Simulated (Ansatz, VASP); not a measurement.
# Cross-check of ZnGa2P2S between VASP and Ansatz, part 2 of 2

Wanted: the spread between two codes on one cell, functional and k mesh. The cell is generated by rule, not measured, and may not be a known phase. The cell is taken from a series of runs on this material, whose earlier steps may have relaxed, scaled, displaced or heated it; both programs get it as it stands.

VASP 6.6.1 and Ansatz 0.2.0.

So far: Set-up; Ansatz: relaxation of cell and atoms, PBE, pair 1; VASP: relaxation of cell and atoms, PBE, pair 1; Differences.

## (5) VASP: relaxation of cell and atoms, PBE, pair 2

Level of this step: PBE; plane waves and PAW (Ga_d, P, S, Zn); invented cell (VASP).

The relaxed volume is the usual yardstick between codes: in a stiff, nearly cubic crystal its relative difference is about their pressure difference at one cell divided by the bulk modulus.

File INCAR:

```
SYSTEM = ZnGa2P2S
PREC = Accurate
ENCUT = 500
EDIFF = 1E-07
NELM = 120
ISMEAR = 0
SIGMA = 0.01
LREAL = .FALSE.
ALGO = Normal
GGA = PE
NBANDS = 33
LORBIT = 11
LWAVE = .FALSE.
LCHARG = .FALSE.
ISIF = 3
IBRION = 2
NSW = 80
EDIFFG = -0.005
LASPH = .TRUE.
GGA_COMPAT = .FALSE.
NELMIN = 4
EFERMI = MIDGAP
KPAR = 2
```

File POSCAR:

```
ZnGa2P2S
1.0
    2.7497910000      2.7497910000      0.0000000000
   -2.7709030000      2.7709030000      0.0000000000
    2.7603470000     -0.0105560000      8.1993090000
Ga P S Zn
2 2 1 1
Direct
    0.9972079344      0.0027922474      0.0055844950
    0.3307368329      0.6692633488      0.3385266978
    0.4168273193      0.0831728625      0.1663457250
    0.7493303998      0.7506697820      0.5013395641
    0.0821350910      0.4178650908      0.8357301817
    0.6737634831      0.3262366987      0.6524733975
```

File KPOINTS:

```
Automatic mesh
0
Gamma
8 8 8
0 0 0
```

The projector-augmented-wave data sets are Ga_d, P, S and Zn (PBE family, release 64).

Command:

```console
mpirun -np 2 vasp_std
```

Numbers of over 12 decimals in the logs are rounded to 6 here.

Output:

```text
[... set-up lines as in an earlier step ...]
 entering main loop
       N       E                     dE             d eps       ncg     rms          rms(c)
DAV:   1     0.411334347374E+03    0.41133E+03   -0.25198E+04  6518   0.222E+03
DAV:   2     0.306937166658E+02   -0.38064E+03   -0.37172E+03  6710   0.506E+02
DAV:   3    -0.233257672970E+02   -0.54019E+02   -0.53338E+02  7349   0.157E+02
DAV:   4    -0.257990813404E+02   -0.24733E+01   -0.24647E+01  8044   0.346E+01
[...]
DAV:  15    -0.247267417245E+02   -0.10228E-06   -0.12553E-06  7916   0.124E-02    0.236E-03
DAV:  16    -0.247267418606E+02   -0.13610E-06   -0.42895E-07  6664   0.550E-03    0.646E-04
DAV:  17    -0.247267418656E+02   -0.50368E-08   -0.71100E-08  4762   0.213E-03
   1 F= -.24726742E+02 E0= -.24726742E+02  d E =-.247267E+02
[...]
2 F= -.24726779E+02 E0= -.24726779E+02  d E =-.374947E-04
[...]
3 F= -.24726780E+02 E0= -.24726780E+02  d E =-.376913E-04
[...]
4 F= -.24726795E+02 E0= -.24726795E+02  d E =-.154101E-04
 trial-energy change:   -0.000015  1 .order   -0.000015   -0.000019   -0.000011
 step:   2.2516(harm=  2.2516)  dis= 0.00096  next Energy=   -24.726801 (dE=-0.215E-04)
 reached required accuracy - stopping structural energy minimisation
```

OUTCAR, selected parts (step 5):

```text
  Total       -0.0083021     -0.0083021      0.0115947      0.0059207      0.0000000      0.0000000
  in kB       -0.1064026     -0.1064026      0.1486025      0.0758823      0.0000000      0.0000000
  external PRESSURE =      -0.0214009 kB  Pullay stress =       0.0000000 kB

 POSITION                                       TOTAL-FORCE (eV/Angst)
 -----------------------------------------------------------------------------------
      2.74864      2.74864      0.04656        -0.000000      0.000000      0.001339
     -0.01130      2.75994      2.77798         0.000000     -0.000000     -0.003884
      1.37432      1.37432      1.36466        -0.000000     -0.000000      0.002918
      1.36302      4.13425      4.11300         0.000000     -0.000000     -0.002076
      1.37432      1.37432      6.85862         0.000000      0.000000      0.004299
      2.74864      2.74864      5.35386        -0.000000     -0.000000     -0.002597
 -----------------------------------------------------------------------------------
    total drift:                               -0.000920     -0.000949     -0.000842

  FREE ENERGIE OF THE ION-ELECTRON SYSTEM (eV)
  ---------------------------------------------------
  free  energy   TOTEN  =       -24.7267949670 eV

  energy  without entropy=      -24.7267949670  energy(sigma->0) =      -24.72679497

[... 1 part as in an earlier step ...]

[... 3 further parts left out ...]
[key lines of the parts left out:]
E-fermi :   4.2895
```

## (6) Ansatz: relaxation of cell and atoms, PBE, pair 2

The same cell, functional and mesh now go to Ansatz, which takes its cutoff from its data sets.

The cell is taken from a series of runs on this material, whose earlier steps may have relaxed, scaled, displaced or heated it; both programs get it as it stands.

File input.yaml:

```yaml
crystal:
  lattice:
    - [2.7497911217, 2.7497911217, 0.0]
    - [-2.7709031897, 2.7709031897, 0.0]
    - [2.7603471557, -0.010556034, 8.1993092676]
  atoms:
    - { symbol: Ga, position: [-0.0027922687, 0.0027922687, 0.0055845375] }
    - { symbol: Ga, position: [0.3307366518, 0.6692633482, 0.3385266964] }
    - { symbol: P, position: [0.4168271645, 0.0831728355, 0.166345671] }
    - { symbol: P, position: [0.749330236, 0.750669764, 0.501339528] }
    - { symbol: S, position: [0.0821349059, 0.4178650941, 0.8357301881] }
    - { symbol: Zn, position: [0.6737633105, 0.3262366895, 0.6524733791] }
kpoints:
  mp_grid: { grid: [8, 8, 8] }
hamiltonian:
  xc: pbe
scf:
  occupations: { method: fixed }
output:
  forces: true
  stress: true
  eigenvalues: true
relax:
  adjacent_minimum: "off"
  f_tol: 0.001
  max_steps: 60
  cell: { stress_tol: 0.01 }
```

Command:

```console
ansatz run input.yaml --threads 4 --pin off --max-ram 14336MiB --backend cpu --events-out ev --progress --plain --runs-dir out
```

Output:

```text
[...]
Crystal: 6 atoms, lattice volume = 124.948 Å³
Basis set: ecut = 420 eV, 2479 PW (Γ), exchange–correlation on 54×54×120 points (8 copies of the dense FFT grid, shifted against one another)
Bands: 33, of which v1, the nominal top of the filled ones, is band 27 counted from 1 (26 counted from 0)
Symmetry: 4 space group operations
[...]
- [-2.769904, 2.769904, -2.1068701903351702e-19]
    - [2.759051, -0.010853, 8.206649]
  atoms:
    - { symbol: Ga, position: [-0.00276152, 0.00276152, 0.00552303] }
    - { symbol: Ga, position: [0.330746, 0.669254, 0.338508] }
    - { symbol: P, position: [0.416836, 0.083164, 0.166328] }
    - { symbol: P, position: [0.749319, 0.750681, 0.501362] }
    - { symbol: S, position: [0.082137, 0.417863, 0.835726] }
    - { symbol: Zn, position: [0.673723, 0.326277, 0.652553] }
[key lines of the parts left out:]
SCF converged after 7 iterations
Free energy (F): -13301.471878 eV
Fermi energy:    6.602193 eV
P = ⅓ Tr σ = -0.0002 GPa (-0.002 kbar)
```

## (7) Differences

What differs besides the data sets and the points named for the pairs above, as far as they apply: fixed occupations in Ansatz, narrow Gaussian smearing in VASP. Total energies have different zeros and are not compared.

Both answers:

| quantity | Ansatz | VASP | difference |
| --- | --- | --- | --- |
| volume (Å³) | 124.94 | 125.01 | -0.05 % |
| edge a after relaxation, in the typed setting (Å) | 3.886 | 3.887 | -0.02 % |
| edge b after relaxation, in the typed setting (Å) | 3.917 | 3.919 | -0.05 % |
| edge c after relaxation, in the typed setting (Å) | 8.658 | 8.658 | +0.00 % |

## (8) Summary of results

```yaml
difference_in_volume_relaxation_of_cell_and_atoms_pbe_pair_1: -0.063 %
difference_in_volume_relaxation_of_cell_and_atoms_pbe_pair_2: -0.054 %
```

The difference in volume is -0.063 % (relaxation of cell and atoms, PBE, pair 1), within the 1.2 % picked in this series as the mark of a large difference, as far as the stopping tolerances let one tell. 1 further run of this series is not shown here. Such differences can come from data sets, numerical settings and the points named under the comparisons, not from the functional's error against experiment.

[Lines on the potential files, build, host, timing and source positions are cut from VASP's logs without a mark.]

[Logs are printed without paths, hosts, clocks, repeated set-up lines and the standing remarks that a program may print on its own settings, such as how far it seeks lower states.]

[Hosts, paths, dates, database ids (printed as entryN), source tags and the programs' standing remarks are cut or masked in the printed files.]
